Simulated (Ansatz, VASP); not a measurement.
# TaTeS (2H-TaSTe, 3 layers, AA): VASP beside Ansatz, part 2 of 2

Wanted: the spread between two codes on one cell, functional and k mesh. The structure shown is the start of the Ansatz relaxation below; VASP solves that cell, so the two are compared at the walk's first step.

VASP 6.6.1 and Ansatz 0.2.0.

So far: Set-up; Ansatz: relaxation, LDA.

## Step 3: VASP: single point, LDA, start cell

Level of this step: LDA, zero-moment start; plane waves and PAW (Te, Ta_pv, S) (VASP).

The same cell, functional (in two slightly different forms), mesh and smearing now go to VASP, with its own data sets.

Lines of VASP's logs that name or quote its potential files are left out, and so is its time.

The input, INCAR:

```
SYSTEM = TaTeS
PREC = Accurate
ENCUT = 400
EDIFF = 1E-06
NELM = 200
ISMEAR = -1
SIGMA = 0.05
LREAL = .FALSE.
ALGO = Normal
GGA = CA
NBANDS = 48
ISPIN = 2
MAGMOM = 0 0 0 0 0 0 0 0 0
LASPH = .TRUE.
LMAXMIX = 4
LORBIT = 11
LWAVE = .FALSE.
LCHARG = .FALSE.
ISIF = 2
LDIPOL = .TRUE.
IDIPOL = 3
DIPOL = 0.5 0.5 0.501
LVHAR = .TRUE.
GGA_COMPAT = .FALSE.
NELMDL = -8
KPAR = 2
```

The input, POSCAR:

```
TaTeS
1.0
    3.6572600000      0.0000000000      0.0000000000
   -1.8286300000      3.1672800000      0.0000000000
    0.0000000000      0.0000000000     64.8452420000
Te Ta S
3 3 3
Direct
    0.3333333333      0.6666666667      0.3693408994
    0.3333333333      0.6666666667      0.4726393650
    0.3333333333      0.6666666667      0.5759378306
    0.0000000000      0.0000000000      0.4006670220
    0.0000000000      0.0000000000      0.5039654876
    0.0000000000      0.0000000000      0.6072639532
    0.3333333333      0.6666666667      0.4240621694
    0.3333333333      0.6666666667      0.5273606350
    0.3333333333      0.6666666667      0.6306591006
```

The input, KPOINTS:

```
Automatic mesh
0
Gamma
9 9 1
0 0 0
```

The projector-augmented-wave data sets are Te, Ta_pv and S (LDA family, release 64).

Run with:

```
$ mpirun -np 2 vasp_std
```

Numbers of over 12 decimals in the logs are rounded to 6 here.

Log:

```text
[banner, memory and clock lines left out]
running    2 mpi-ranks, on    1 nodes
 distrk:  each k-point on    1 cores,    2 groups
 distr:  one band on    1 cores,    1 groups

 POSCAR found type information on POSCAR TeTaS
 POSCAR found :  3 types and       9 ions
 LDA part: xc-table for (Slater(with rela. corr.)+CA(PZ))
 , standard interpolation
|                                                                             |
|           W    W    AA    RRRRR   N    N  II  N    N   GGGG   !!!           |
|           W    W   A  A   R    R  NN   N  II  NN   N  G    G  !!!           |
|           W    W  A    A  R    R  N N  N  II  N N  N  G       !!!           |
|           W WW W  AAAAAA  RRRRR   N  N N  II  N  N N  G  GGG   !            |
|           WW  WW  A    A  R   R   N   NN  II  N   NN  G    G                |
|           W    W  A    A  R    R  N    N  II  N    N   GGGG   !!!           |
|                                                                             |
|     One of the lattice vectors is very long (>50 A), but AMIN is rather     |
|     large. This can spoil convergence since charge sloshing might occur     |
|     along the long lattice vector. If problems with convergence are         |
|     observed, try to decrease AMIN to a smaller value (e.g. 0.01).          |
|     Note: This warning only applies if the self-consistency cycle is        |
|     used.                                                                   |
|                                                                             |

 POSCAR, INCAR and KPOINTS ok, starting setup
 FFT: planning ... GRIDC
 FFT: planning ... GRID_SOFT
 FFT: planning ... GRID
 WAVECAR not read
 entering main loop
       N       E                     dE             d eps       ncg     rms          rms(c)
DAV:   1     0.394714964020E+03    0.39471E+03   -0.25935E+04  2944   0.870E+02
DAV:   2    -0.231378617103E+02   -0.41785E+03   -0.40677E+03  3112   0.206E+02
DAV:   3    -0.705177321410E+02   -0.47380E+02   -0.46765E+02  2824   0.641E+01
DAV:   4    -0.724238617353E+02   -0.19061E+01   -0.18880E+01  3144   0.142E+01
DAV:   5    -0.724868369994E+02   -0.62975E-01   -0.62790E-01  3528   0.246E+00
DAV:   6    -0.724880985581E+02   -0.12616E-02   -0.12603E-02  3168   0.339E-01
DAV:   7    -0.724881647750E+02   -0.66217E-04   -0.66183E-04  3632   0.673E-02
DAV:   8    -0.724881658394E+02   -0.10644E-05   -0.10641E-05  2760   0.740E-03    0.230E+01
DAV:   9    -0.688311290493E+02    0.36570E+01   -0.16651E+01  2736   0.162E+01    0.136E+01
DAV:  10    -0.156549747639E+03   -0.87719E+02   -0.37813E+02  3552   0.371E+01    0.419E+01
DAV:  11    -0.689363830953E+02    0.87613E+02   -0.21612E+02  3384   0.203E+01    0.965E+00
DAV:  12    -0.693271057856E+02   -0.39072E+00   -0.57631E+01  2872   0.146E+01    0.606E+00
DAV:  13    -0.690734774990E+02    0.25363E+00   -0.22938E+01  2896   0.119E+01    0.552E+00
DAV:  14    -0.685430641387E+02    0.53041E+00   -0.19628E+01  3024   0.798E+00    0.355E+00
[...]
DAV:  23    -0.678724658590E+02    0.11999E-02   -0.40135E-03  3048   0.128E-01    0.202E-01
DAV:  24    -0.678715853840E+02    0.88048E-03   -0.79925E-03  3104   0.163E-01    0.160E-01
DAV:  25    -0.678715544174E+02    0.30967E-04   -0.36098E-03  2864   0.833E-02    0.122E-01
DAV:  26    -0.678715674902E+02   -0.13073E-04   -0.78730E-05  2616   0.262E-02    0.125E-01
DAV:  27    -0.678715489179E+02    0.18572E-04   -0.17962E-05  2696   0.734E-03    0.130E-01
DAV:  28    -0.678715082703E+02    0.40648E-04   -0.53817E-04  2960   0.510E-02    0.915E-02
DAV:  29    -0.678715183225E+02   -0.10052E-04   -0.11348E-04  2808   0.306E-02    0.686E-02
DAV:  30    -0.678715190091E+02   -0.68659E-06   -0.99264E-06  2536   0.961E-03
   1 F= -.67871519E+02 E0= -.67824510E+02  d E =-.940181E-01  mag=     0.0021
```

OUTCAR, selected parts (step 3):

```text
ion  position               nearest neighbor table
   1  0.333  0.667  0.369-   4 2.93   4 2.93   4 2.93
   2  0.333  0.667  0.473-   5 2.93   5 2.93   5 2.93   7 3.15
   3  0.333  0.667  0.576-   6 2.93   6 2.93   6 2.93   8 3.15
   4  0.000  0.000  0.401-   7 2.60   7 2.60   7 2.60   1 2.93   1 2.93   1 2.93
   5  0.000  0.000  0.504-   8 2.60   8 2.60   8 2.60   2 2.93   2 2.93   2 2.93
   6  0.000  0.000  0.607-   9 2.60   9 2.60   9 2.60   3 2.93   3 2.93   3 2.93
   7  0.333  0.667  0.424-   4 2.60   4 2.60   4 2.60   2 3.15
   8  0.333  0.667  0.527-   5 2.60   5 2.60   5 2.60   3 3.15
   9  0.333  0.667  0.631-   6 2.60   6 2.60   6 2.60

  LATTYP: Found a hexagonal cell.
 ALAT       =     3.6572600000
 C/A-ratio  =    17.7305529276

 Subroutine GETGRP returns: Found  6 space group operations
 (whereof  6 operations were pure point group operations)

The static configuration has the point symmetry C_3v.

 Found     12 irreducible k-points:

   k-points           NKPTS =     12   k-points in BZ     NKDIM =     12   number of bands    NBANDS=     48

   dimension x,y,z NGX =    24 NGY =   24 NGZ =  432
   dimension x,y,z NGXF=    48 NGYF=   48 NGZF=  864

   ENCUT  =  400.0 eV  29.40 Ry    5.42 a.u.   5.96  5.96105.75*2*pi/ulx,y,z

   NELECT =      69.0000    total number of electrons

 k-points in reciprocal lattice and weights: Automatic mesh
   0.00000000  0.00000000  0.00000000       0.012
   0.11111111 -0.00000000  0.00000000       0.074
   0.22222222 -0.00000000  0.00000000       0.074
   0.33333333  0.00000000  0.00000000       0.074
   0.44444444 -0.00000000  0.00000000       0.074
   0.11111111  0.11111111  0.00000000       0.074
   0.22222222  0.11111111  0.00000000       0.148
   0.33333333  0.11111111  0.00000000       0.148
   0.44444444  0.11111111  0.00000000       0.074
   0.22222222  0.22222222  0.00000000       0.074
   0.33333333  0.22222222  0.00000000       0.148
   0.33333333  0.33333333  0.00000000       0.025

 dipolmoment           0.000000      0.000000      0.049418 electrons x Angstroem

 average (electrostatic) potential at core
       1 -97.0939       2 -97.1307       3 -97.1226       4 -46.3004       5 -46.2929
       6 -46.3175       7 -94.4344       8 -94.4132       9 -94.2332

 E-fermi :  -2.3943

 spin component 1
 k-point     1 :       0.0000    0.0000    0.0000
  band No.  band energies     occupation
    ...
     29      -2.8514      0.99989
     30      -2.8111      0.99976
     31      -2.8111      0.99976
     32      -2.7857      0.99960
     33      -2.7857      0.99960
     34      -1.7876      0.00001
     35      -1.5041      0.00000
     36      -1.3346      0.00000
     37      -0.0193      0.00000
     38      -0.0193      0.00000
    ...

 k-point     2 :       0.1111   -0.0000    0.0000
  band No.  band energies     occupation
    ...
     29      -3.2124      1.00000
     30      -3.0983      1.00000
     31      -2.9710      0.99999
     32      -2.9368      0.99998
     33      -2.9139      0.99997
     34      -1.9236      0.00008
     35      -1.7270      0.00000
     36      -1.6128      0.00000
     37      -0.3124      0.00000
     38      -0.2415      0.00000
    ...

 k-point     3 :       0.2222   -0.0000    0.0000
  band No.  band energies     occupation
    ...
     29      -3.7966      1.00000
     30      -3.2027      1.00000
     31      -3.1196      1.00000
     32      -3.1049      1.00000
     33      -3.0850      1.00000
     34      -2.3737      0.39840
     35      -2.2785      0.08977
     36      -2.2296      0.03573
     37      -0.7121      0.00000
     38      -0.5669      0.00000
    ...

 k-point     4 :       0.3333    0.0000    0.0000
  band No.  band energies     occupation
    ...
     32      -3.1238      1.00000
     33      -3.0854      1.00000
     34      -2.7389      0.99898
     35      -2.6626      0.99534
     36      -2.6537      0.99445
     37      -0.6193      0.00000
     38      -0.4727      0.00000
     39      -0.3287      0.00000
     40      -0.2844      0.00000
     41      -0.2094      0.00000
    ...

 k-point     5 :       0.4444   -0.0000    0.0000
  band No.  band energies     occupation
    ...
     32      -3.1044      1.00000
     33      -3.0382      1.00000
     34      -2.7949      0.99967
     35      -2.6430      0.99313
     36      -2.5857      0.97869
     37      -0.2690      0.00000
     38      -0.1696      0.00000
     39      -0.1345      0.00000
     40      -0.1084      0.00000
     41      -0.0862      0.00000
    ...

 k-point     6 :       0.1111    0.1111    0.0000
  band No.  band energies     occupation
    ...
     29      -3.7509      1.00000
     30      -3.3768      1.00000
     31      -3.1510      1.00000
     32      -3.1142      1.00000
     33      -3.0200      1.00000
     34      -2.1701      0.01116
     35      -2.0758      0.00171
     36      -2.0261      0.00063
     37      -0.6706      0.00000
     38      -0.5582      0.00000
    ...

  Total      -20.5724360    -20.5724351    -18.6319938     -0.0000000      0.0000000      0.0000000
  in kB      -43.8809370    -43.8809351    -39.7419802     -0.0000000      0.0000000      0.0000000
  external PRESSURE =     -42.5012841 kB  Pullay stress =       0.0000000 kB

  energy-cutoff  :      400.00
  volume of cell :      751.14
      direct lattice vectors                 reciprocal lattice vectors
     3.657260000  0.000000000  0.000000000     0.273428742  0.157864161  0.000000000
    -1.828630000  3.167280000  0.000000000     0.000000000  0.315728322  0.000000000
     0.000000000  0.000000000 64.845242000     0.000000000  0.000000000  0.015421332

 POSITION                                       TOTAL-FORCE (eV/Angst)
 -----------------------------------------------------------------------------------
     -0.00000      2.11152     23.95000         0.000000      0.000000      1.923168
     -0.00000      2.11152     30.64841         0.000000      0.000000      2.205047
     -0.00000      2.11152     37.34683         0.000000      0.000000      2.216009
      0.00000      0.00000     25.98135         0.000000      0.000000      0.141803
      0.00000      0.00000     32.67976         0.000000      0.000000      0.144248
      0.00000      0.00000     39.37818        -0.000000      0.000000      0.236920
     -0.00000      2.11152     27.49841        -0.000000      0.000000     -2.420547
     -0.00000      2.11152     34.19683         0.000000      0.000000     -2.350132
     -0.00000      2.11152     40.89524        -0.000000      0.000000     -2.096515
 -----------------------------------------------------------------------------------
    total drift:                                0.000001     -0.000002     -0.000489

  FREE ENERGIE OF THE ION-ELECTRON SYSTEM (eV)
  ---------------------------------------------------
  free  energy   TOTEN  =       -67.8715190091 eV

  energy  without entropy=      -67.7775009478  energy(sigma->0) =      -67.82450998

 vacuum level on the upper side and lower side of the slab         3.522         2.750

 total charge
# of ion       s       p       d       tot
------------------------------------------
    1        1.391   1.955   0.041   3.387
    2        1.402   1.938   0.046   3.385
    3        1.401   1.939   0.046   3.386
    4        0.263   6.113   2.205   8.581
    5        0.264   6.112   2.213   8.589
    6        0.267   6.115   2.201   8.583
    7        1.350   2.301   0.000   3.651
    8        1.351   2.298   0.000   3.648
    9        1.348   2.295   0.000   3.643
--------------------------------------------------
tot          9.037  31.065   6.752  46.854

 magnetization (x)
# of ion       s       p       d       tot
------------------------------------------
    1       -0.000   0.000   0.000   0.000
    2        0.000   0.000  -0.000   0.000
    3        0.000  -0.000  -0.000  -0.000
    4        0.000   0.000   0.001   0.001
    5       -0.000  -0.000  -0.000  -0.000
    6       -0.000   0.000   0.000   0.000
    7        0.000   0.000   0.000   0.000
    8        0.000  -0.000   0.000  -0.000
    9       -0.000  -0.000   0.000  -0.000
--------------------------------------------------
tot          0.000   0.000   0.001   0.001

[... 6 further parts left out ...]
```

This run allows spin, but its moments start at zero, where symmetry between the spins tends to hold them. Its electron count is odd, so without a moment it is a metal by construction.

## Step 4: Side by side

Known differences besides the potentials themselves: the two LDA forms differ slightly; Ansatz cuts the interaction across the vacuum, VASP repeats the sheet with a dipole correction; the data sets hold 105 valence electrons in Ansatz (on its default PAW (the set named soft_2) files) and 69 in VASP; the cutoff is 420 eV in Ansatz and 400 eV in VASP; VASP's log shows a relativistic correction to its local exchange, Ansatz's none. Total energies have different zeros and are not compared.

Forces (eV/Å; atoms numbered as in POSCAR):

| atom | Ansatz x, y, z | VASP x, y, z |
| --- | --- | --- |
| Te1 | 0.000, 0.000, 1.970 | 0.000, 0.000, 1.923 |
| Te2 | 0.000, 0.000, 2.240 | 0.000, 0.000, 2.205 |
| Te3 | 0.000, 0.000, 2.248 | 0.000, 0.000, 2.216 |
| Ta4 | 0.000, 0.000, 0.126 | 0.000, 0.000, 0.142 |
| Ta5 | 0.000, 0.000, 0.129 | 0.000, 0.000, 0.144 |
| Ta6 | 0.000, 0.000, 0.225 | 0.000, 0.000, 0.237 |
| S7 | 0.000, 0.000, -2.449 | 0.000, 0.000, -2.421 |
| S8 | 0.000, 0.000, -2.371 | 0.000, 0.000, -2.350 |
| S9 | 0.000, 0.000, -2.118 | 0.000, 0.000, -2.097 |

The forces differ by 16 meV/Å r.m.s., which is 1.5 % of the r.m.s. force of 1.043 eV/Å (both taken over all components). VASP's last cycles still show a density residual of 7e-03, so its state may not be settled. Moments aren't recorded for both runs of this pair, so they may hold unlike magnetic states. With vacuum in the cell, a pressure given here is an average over mostly empty space and none of the material.

## Step 5: Summary of results

| Quantity | Value |
| --- | --- |
| r.m.s. force difference (single point, LDA, start cell) | 1.5 % of the r.m.s. force |

In words: The r.m.s. force difference is 1.5 % of the r.m.s. force (single point, LDA, start cell), within the 3 % picked in this series as the mark of a large difference. The data sets hold unlike numbers of valence electrons (105 in Ansatz and 69 in VASP), so part of the differences comes from the potentials. 1 further run of this series is not shown here. How closely two codes agree says nothing of how well the functional describes the real material.

[Lines on the potential files, build, host, timing and source positions are cut from VASP's logs without a mark.]

[Logs are printed without paths, hosts, clocks, repeated set-up lines and the standing remarks that a program may print on its own settings, such as how far it seeks lower states.]

[Hosts, paths, dates, database ids (printed as entryN), source tags and the programs' standing remarks are cut or masked in the printed files.]
